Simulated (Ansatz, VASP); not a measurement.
## Two plane-wave programs on Na2B

```xyz
3
Lattice="1.7689 1.0213 6.7514 -1.7689 1.0213 6.7514 0.0000 -2.0426 6.7514" Properties=species:S:1:pos:R:3 pbc="T T T"
Na    0.0000    0.0000   15.2485
Na    0.0000    0.0000   11.7575
B     0.0000    0.0000   -0.0009
```

Alike in both runs: functional PBE; k mesh 6 × 6 × 6; occupations gaussian, width 0.1 eV; no spin polarisation.

Ansatz relaxed the structure, and its values are those at the end. VASP's run is a single point on that final structure, the one shown.

|  | VASP | Ansatz |
| --- | --- | --- |
| version | VASP 6.6.1 | Ansatz 0.2.0 |
| potentials or method | VASP PAW PBE potentials, release 64 (Na_pv, B) | scalar-relativistic, plane waves, PAW |
| plane-wave cutoff (eV) | 520 | 420 |
| valence electrons in the cell | 17 | 21 |

|  | VASP | Ansatz | Ansatz less VASP |
| --- | --- | --- | --- |
| gap on the k mesh at the Fermi level (eV) | none | none | - |
| pressure (GPa) | 0.0 | -0.1 | -0.03 |

A gap of «none» marks a metal or a gap that the smearing closes. The two sets of potentials don't hold the same shells in valence.
